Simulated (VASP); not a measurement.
Level of theory: PBE GGA, VASP's PBE PAW potentials (set 64) (plane waves; VASP 6.6.1).

Input for VASP

### KPOINTS
```
Automatic mesh
0
Gamma
14 14 14
0 0 0
```

POSCAR:
```
Pt
1
   -0.0000000000     1.9595783943     1.9595783943
    1.9595783943     0.0000000000     1.9595783943
    1.9595783943     1.9595783943    -0.0000000000
Pt
1
Direct
  0.0000000000   1.0000000000   1.0000000000
```

INCAR:
```
! general
SYSTEM =Pt
PREC   =Accurate
ENCUT  =480
LREAL  =.False.
LASPH  =.True.

! electronic loop
EDIFF  =1E-7
NELM   =100
ALGO   =Normal
LMAXMIX=6

! smearing
ISMEAR =1
SIGMA  =0.1

! functional
GGA    =PE

! ions
IBRION =2
NSW    =40
ISIF   =3
EDIFFG =-0.01
PSTRESS=100

! output
LWAVE  =.False.
LCHARG =.False.
```

POTCAR, in this order: Pt (PBE.64 set). Program: vasp_std.

Output of the run:

### OSZICAR
```
       N       E                     dE             d eps       ncg     rms          rms(c)
DAV:   1     0.323016580907E+02    0.32302E+02   -0.52711E+03  2024   0.960E+02
DAV:   2    -0.609738097728E+01   -0.38399E+02   -0.36889E+02  1951   0.178E+02
DAV:   3    -0.646279834051E+01   -0.36542E+00   -0.36124E+00  2222   0.174E+01
DAV:   4    -0.646395715768E+01   -0.11588E-02   -0.11587E-02  2161   0.105E+00
DAV:   5    -0.646396363028E+01   -0.64726E-05   -0.64724E-05  2110   0.730E-02    0.130E+01
DAV:   6    -0.613227146254E+01    0.33169E+00   -0.84617E-01  1916   0.844E+00    0.688E+00
DAV:   7    -0.609190837196E+01    0.40363E-01   -0.15910E-01  2023   0.355E+00    0.252E+00
DAV:   8    -0.608837757261E+01    0.35308E-02   -0.50807E-03  2018   0.706E-01    0.465E-01
DAV:   9    -0.608825940795E+01    0.11816E-03   -0.46371E-05  1991   0.732E-02    0.168E-02
DAV:  10    -0.608826444326E+01   -0.50353E-05   -0.20718E-06  2270   0.139E-02    0.175E-03
DAV:  11    -0.608826452936E+01   -0.86103E-07   -0.43850E-08  1385   0.208E-03
   1 F= -.51489580E+01 E0= -.51490688E+01  d E =-.514896E+01
```

File OUTCAR:
```
------------------------ aborting loop because EDIFF is reached ----------------------------------------
  FORCE on cell =-STRESS in cart. coord.  units (eV):
  Direction    XX          YY          ZZ          XY          YZ          ZX
  --------------------------------------------------------------------------------------
  Total        0.9346522      0.9346522      0.9346522     -0.0000000      0.0000000      0.0000000
  in kB       99.5044884     99.5044884     99.5044884     -0.0000000      0.0000000      0.0000000
  external PRESSURE =      -0.4955116 kB  Pullay stress =     100.0000000 kB
  volume of cell :       15.05
      direct lattice vectors                 reciprocal lattice vectors
     0.000000000  1.959578394  1.959578394    -0.255156926  0.255156926  0.255156926
     1.959578394  0.000000000  1.959578394     0.255156926 -0.255156926  0.255156926
     1.959578394  1.959578394  0.000000000     0.255156926  0.255156926 -0.255156926
 POSITION                                       TOTAL-FORCE (eV/Angst)
 -----------------------------------------------------------------------------------
      0.00000      0.00000      0.00000        -0.000000     -0.000000     -0.000000
 -----------------------------------------------------------------------------------
    total drift:                                0.000000      0.000000      0.000000
  FREE ENERGIE OF THE ION-ELECTRON SYSTEM (eV)
  ---------------------------------------------------
  free  energy   TOTEN  =        -6.0882645294 eV

  energy  without entropy=       -6.0885967958  energy(sigma->0) =       -6.08837528
  enthalpy is  TOTEN    =        -5.1489580016 eV   P V=        0.9393065278

 reached required accuracy - stopping structural energy minimisation
```
(Selected blocks of OUTCAR.)

The compound is Pt in the fcc structure. It was relaxed first under an external pressure of 10 GPa.
